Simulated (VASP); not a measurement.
The system is HfIn4SiO6.

```
Hf In Si O
1.0
     5.69867    0.00381    0.01559
    -0.70506    6.10815   -0.00575
    -2.73718   -1.39557    6.63076
Hf In Si O
1 4 1 6
Direct
  0.11793 0.01556 0.13292
  0.38842 0.99901 0.72891
  0.75865 0.00842 0.49586
  0.23461 0.48841 0.53300
  0.59649 0.48211 0.20528
  0.86778 0.44029 0.85544
  0.55316 0.38738 0.79290
  0.93454 0.38483 0.65596
  0.98414 0.26218 0.00347
  0.99083 0.69806 0.98452
  0.08665 0.06493 0.39374
  0.48680 0.10883 0.21799
```

The cell was built by a generator and needn't be a form met in nature.

* Program: VASP 6.6.1
* Task: single point
* Functional: PBE
* Potentials or basis: VASP PAW PBE potentials, release 64 (Hf_pv, In_d, Si, O)
* Cutoff: 520 eV
* k mesh: 5 × 5 × 4
* Occupations: fermi-dirac, width 0.05 eV
* Spin: no spin polarisation

On this cell: pressure -0.2 GPa; largest force 0.171 eV/Å; band gap on the k mesh 0.88 eV, indirect (least direct gap 1.16 eV).

The same run follows on a disturbed copy (atoms moved at random, drawn with an rms of 0.05 Å):

```
Hf In Si O
1.0
     5.69867    0.00381    0.01559
    -0.70506    6.10815   -0.00575
    -2.73718   -1.39557    6.63076
Hf In Si O
1 4 1 6
Direct
  0.12287 0.00913 0.14169
  0.38624 0.01360 0.72810
  0.75398 0.00837 0.49130
  0.23593 0.49030 0.53565
  0.59137 0.48337 0.20264
  0.86161 0.44176 0.85785
  0.54610 0.38744 0.78415
  0.93284 0.39302 0.65663
  0.98608 0.26367 0.99616
  0.99062 0.69058 0.98072
  0.08405 0.07013 0.40080
  0.48645 0.11123 0.21932
```

Task: What does the disturbed cell give?

Result: The energy moves by +24.1 meV/atom; pressure 0.1 GPa; largest force 2.629 eV/Å; band gap on the k mesh 0.96 eV, indirect (least direct gap 1.31 eV).

Forces on the atoms (eV/Å):
```
Hf  -0.602  1.026 -1.082
In  -0.026 -0.509  0.084
In  -0.107  0.007  0.479
In  -0.293  0.367 -0.192
In  -0.067  0.062  0.123
Si   0.971 -0.834 -1.631
O   -0.090  0.029  0.370
O   -0.190 -0.221 -0.108
O    0.212 -1.908  1.225
O   -0.053  2.154  1.506
O    0.502 -0.053 -0.629
O   -0.256 -0.121 -0.145
```

Stress tensor (GPa, compression positive):
```
-0.08  0.40  0.33
 0.40  0.07  0.42
 0.33  0.42  0.18
```

Caveats: spin-orbit coupling is left out, which moves the levels of the heavy elements; an odd mesh through Γ misses points on the zone boundary, where band edges often lie.
